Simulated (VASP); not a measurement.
Input:

```
Ge
1.0
    3.99231     0.00000     0.00000
   -1.99615     3.45744     0.00000
    0.00000     0.00000     6.58799
Ge
4
Direct
  0.66667   0.33333   0.06285
  0.33333   0.66667   0.93715
  0.33333   0.66667   0.56285
  0.66667   0.33333   0.43715
```

All values below come from r2SCAN meta-GGA, VASP's PBE PAW potentials (set 64) (plane waves; VASP 6.6.1). Run with 400 eV cut-off, 7×7×4 Γ-centred mesh, tetrahedra with Blöchl corrections, potentials Ge_d.

The cores are frozen, which limits the accuracy of field gradients.

Give the principal components of the electric field gradient (V/Å²) and the asymmetry η at each nucleus.

```csv
atom,Vxx,Vyy,Vzz,η
Ge1,-5.3,-5.3,10.5,0.00
Ge2,-5.3,-5.3,10.5,0.00
Ge3,-5.3,-5.3,10.5,0.00
Ge4,-5.3,-5.3,10.5,0.00
```

The structure comes from a computed database's Ge entry (P6_3/mmc); how it stands against other phases isn't given here. It was relaxed first.
